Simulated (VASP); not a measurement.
TiSnS4:

```xyz
6
Lattice="3.5400 0.0000 0.0000 -1.7700 3.0657 0.0000 0.0000 0.0000 11.9000" Properties=species:S:1:pos:R:3 pbc="T T T"
Ti    0.0000    0.0000    0.0000
Sn    0.0000    0.0000    5.9500
S     0.0000    2.0438    1.4280
S     1.7700    1.0219   10.4720
S     1.7700    1.0219    4.4625
S     0.0000    2.0438    7.4375
```

The cell was built by a generator and needn't be a form met in nature.

- Program: VASP 6.6.1
- Task: relaxation of cell and atoms
- Functional: PBE
- Potentials or basis: VASP PAW PBE potentials, release 64 (Ti_sv, Sn_d, S)
- Cutoff: 520 eV
- k mesh: 5 × 5 × 2
- Occupations: gaussian, width 0.15 eV
- Spin: no spin polarisation

At the start: pressure 0.9 GPa; volume 21.52 Å³/atom.

How do energy, volume and symmetry change on relaxing?

Over 17 steps the energy falls by 21.2 meV/atom and the volume is 23.68 Å³/atom (+10.0 %); space group P-3m1 (No. 164, to 0.05 Å).

Step by step:
| step | energy change (eV) | largest force (eV/Å) | pressure (GPa) | volume (Å³) |
| --- | --- | --- | --- | --- |
| 1 | 0.0000 | 0.7114 | 0.89 | 129.15 |
| 2 | -0.0656 | 0.5002 | 0.00 | 131.39 |
| 3 | -0.0777 | 0.4005 | -0.57 | 132.48 |
| 4 | -0.0665 | 0.5128 | -1.68 | 134.68 |
| 5 | -0.0793 | 0.3542 | -0.94 | 133.06 |
| 6 | -0.0856 | 0.1661 | 1.15 | 131.21 |
| 7 | -0.0904 | 0.1319 | 0.43 | 131.96 |
| 8 | -0.0904 | 0.1411 | 0.29 | 132.01 |
| 9 | -0.0904 | 0.1322 | 0.23 | 131.98 |
| 10 | -0.0939 | 0.1160 | 0.34 | 132.53 |
| 11 | -0.1020 | 0.0501 | 0.14 | 134.17 |
| 12 | -0.1089 | 0.1158 | -0.23 | 137.48 |
| 13 | -0.1113 | 0.1120 | -0.04 | 137.74 |
| 14 | -0.1172 | 0.1029 | 0.10 | 138.49 |
| 15 | -0.1234 | 0.0978 | 0.50 | 139.97 |
| 16 | -0.1240 | 0.0888 | 0.69 | 140.52 |
| 17 | -0.1271 | 0.0186 | 0.26 | 142.10 |

Final structure:
```yaml
crystal:
  lattice:
    - [3.57437, 0.00000, 0.00000]
    - [-1.78719, 3.09550, 0.00000]
    - [0.00000, 0.00000, 12.84299]
  atoms:
    - { symbol: Ti, position: [0.00000, 0.00000, 0.00000] }
    - { symbol: Sn, position: [0.00000, 0.00000, 0.50000] }
    - { symbol: S, position: [0.33333, 0.66667, 0.10514] }
    - { symbol: S, position: [0.66667, 0.33333, 0.89486] }
    - { symbol: S, position: [0.66667, 0.33333, 0.38163] }
    - { symbol: S, position: [0.33333, 0.66667, 0.61837] }
```

Caveat: this functional lacks dispersion, which binds the layers, so the pressure and a relaxed spacing across them are unreliable.
